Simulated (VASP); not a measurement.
Output of a VASP run:

OSZICAR:
```
       N       E                     dE             d eps       ncg     rms          rms(c)
DAV:   1     0.152513182610E+03    0.15251E+03   -0.18842E+04  2000   0.159E+03
DAV:   2    -0.648282526841E+02   -0.21734E+03   -0.21138E+03  2724   0.332E+02
DAV:   3    -0.720965483399E+02   -0.72683E+01   -0.72445E+01  2400   0.649E+01
DAV:   4    -0.721506825860E+02   -0.54134E-01   -0.54087E-01  2376   0.640E+00
DAV:   5    -0.721512220442E+02   -0.53946E-03   -0.53940E-03  2336   0.627E-01    0.179E+01
DAV:   6    -0.592613668845E+02    0.12890E+02   -0.10347E+01  2300   0.214E+01    0.988E+00
DAV:   7    -0.577855740815E+02    0.14758E+01   -0.20046E+00  2204   0.140E+01    0.336E+00
DAV:   8    -0.608435416955E+02   -0.30580E+01   -0.12373E+00  2156   0.959E+00    0.195E+00
DAV:   9    -0.577587871802E+02    0.30848E+01   -0.93787E-01  2148   0.729E+00    0.662E-01
DAV:  10    -0.579644424837E+02   -0.20566E+00   -0.60206E-02  2292   0.264E+00    0.451E-01
DAV:  11    -0.580664657207E+02   -0.10202E+00   -0.25795E-02  2272   0.134E+00    0.167E-01
DAV:  12    -0.581100517153E+02   -0.43586E-01   -0.20394E-02  2104   0.182E+00    0.115E-01
DAV:  13    -0.581101914148E+02   -0.13970E-03   -0.11671E-03  2180   0.399E-01    0.632E-02
DAV:  14    -0.581107013056E+02   -0.50989E-03   -0.77843E-04  2344   0.210E-01    0.270E-02
DAV:  15    -0.581107263882E+02   -0.25083E-04   -0.75184E-05  2252   0.927E-02    0.107E-02
DAV:  16    -0.581107477739E+02   -0.21386E-04   -0.10575E-05  2160   0.412E-02    0.796E-03
DAV:  17    -0.581107479707E+02   -0.19685E-06   -0.26126E-06  2352   0.118E-02    0.380E-03
DAV:  18    -0.581107484428E+02   -0.47210E-06   -0.19915E-07  1404   0.503E-03    0.133E-03
DAV:  19    -0.581107484705E+02   -0.27673E-07   -0.12519E-07  1244   0.338E-03
   1 F= -.58110748E+02 E0= -.58110748E+02  d E =0.000000E+00
       N       E                     dE             ncg
       N       E                     dE             ncg
```

**OUTCAR**
```
------------------------ aborting loop because EDIFF is reached ----------------------------------------
  FORCE on cell =-STRESS in cart. coord.  units (eV):
  Direction    XX          YY          ZZ          XY          YZ          ZX
  --------------------------------------------------------------------------------------
  Total       -0.0068739     -0.0068739      0.0938984      0.0000000      0.0000000      0.0000000
  in kB       -0.2365459     -0.2365459      3.2312297      0.0000000      0.0000000      0.0000000
  external PRESSURE =       0.9193793 kB  Pullay stress =       0.0000000 kB
  volume of cell :       46.56
      direct lattice vectors                 reciprocal lattice vectors
     4.174925300  0.000000000  0.000000000     0.239525244  0.000000000  0.000000000
     0.000000000  4.174925300  0.000000000     0.000000000  0.239525244  0.000000000
     0.000000000  0.000000000  2.671181912     0.000000000  0.000000000  0.374366117
 POSITION                                       TOTAL-FORCE (eV/Angst)
 -----------------------------------------------------------------------------------
      0.00000      0.00000      0.00000        -0.000000      0.000000      0.000000
      2.08746      2.08746      1.33559        -0.000000      0.000000      0.000000
      1.27587      1.27587      0.00000         0.006135      0.006135     -0.000000
      3.36333      0.81160      1.33559         0.006135     -0.006135      0.000000
      0.81160      3.36333      1.33559        -0.006135      0.006135      0.000000
      2.89906      2.89906      0.00000        -0.006135     -0.006135      0.000000
 -----------------------------------------------------------------------------------
    total drift:                                0.000000      0.000000      0.000000
  FREE ENERGIE OF THE ION-ELECTRON SYSTEM (eV)
  ---------------------------------------------------
  free  energy   TOTEN  =       -58.1107484705 eV

  energy  without entropy=      -58.1107484705  energy(sigma->0) =      -58.11074847

 total charge

# of ion       s       p       d       tot
------------------------------------------
    1        0.571   0.867   0.000   1.439
    2        0.571   0.867   0.000   1.439
    3        1.556   3.720   0.000   5.276
    4        1.556   3.720   0.000   5.276
    5        1.556   3.720   0.000   5.276
    6        1.556   3.720   0.000   5.276
--------------------------------------------------
tot          7.367  16.614   0.000  23.981

 Electric field gradients after diagonalization (V/A^2)
 (convention: |V_zz| > |V_xx| > |V_yy|)
----------------------------------------------------------------------
 ion       V_xx      V_yy      V_zz     asymmetry (V_yy - V_xx)/ V_zz
----------------------------------------------------------------------
   1     -16.142    -2.711    18.852       0.712
   2     -16.142    -2.711    18.852       0.712
   3      62.823    47.302  -110.125       0.141
   4      62.823    47.302  -110.125       0.141
   5      62.823    47.302  -110.125       0.141
   6      62.823    47.302  -110.125       0.141
```
(Selected blocks of OUTCAR.)

### POSCAR
```
SiO2
1
    4.1749253003    -0.0000000000     0.0000000000
   -0.0000000000     4.1749253003     0.0000000000
    0.0000000000     0.0000000000     2.6711819115
Si O
2 4
Direct
  0.0000000000   0.0000000000   0.0000000000
  0.5000000000   0.5000000000   0.5000000000
  0.3056024461   0.3056024461   0.0000000000
  0.8056024461   0.1943975539   0.5000000000
  0.1943975539   0.8056024461   0.5000000000
  0.6943975539   0.6943975539   0.0000000000
```

Question: Reconstruct the remaining input files.

Answer: One answer among several that fit: the input of the run itself, r2SCAN+rVV10, plane waves, VASP's PBE PAW potentials (set 64).

**INCAR**
```
ALGO = Normal
BPARAM = 11.95
CPARAM = 0.0093
EDIFF = 1E-7
ENCUT = 520
ISIF = 2
ISMEAR = -5
LASPH = .TRUE.
LCHARG = .FALSE.
LEFG = .TRUE.
LMIXTAU = .TRUE.
LORBIT = 11
LREAL = .FALSE.
LUSE_VDW = .TRUE.
LWAVE = .FALSE.
METAGGA = R2SCAN
NEDOS = 601
NELM = 100
PREC = Accurate
SYSTEM = SiO2
```

**KPOINTS**
```
Automatic mesh
0
Gamma
6 6 9
0 0 0
```

### KPOINTS_OPT
```
k-points along high-symmetry lines
6
Line-mode
Reciprocal
  0.000000   0.000000   0.000000 ! GAMMA
  0.000000   0.500000   0.000000 ! X

  0.000000   0.500000   0.000000 ! X
  0.500000   0.500000   0.000000 ! M

  0.500000   0.500000   0.000000 ! M
  0.000000   0.000000   0.000000 ! GAMMA

  0.000000   0.000000   0.000000 ! GAMMA
  0.000000   0.000000   0.500000 ! Z

  0.000000   0.000000   0.500000 ! Z
  0.000000   0.500000   0.500000 ! R

  0.000000   0.500000   0.500000 ! R
  0.500000   0.500000   0.500000 ! A

  0.500000   0.500000   0.500000 ! A
  0.000000   0.000000   0.500000 ! Z

  0.000000   0.500000   0.000000 ! X
  0.000000   0.500000   0.500000 ! R

  0.500000   0.500000   0.000000 ! M
  0.500000   0.500000   0.500000 ! A
```

POTCAR, in this order: Si O (PBE.64 set). Program: vasp_std.

The compound is SiO2 in the rutile structure, stishovite, a high-pressure form. It was relaxed first.
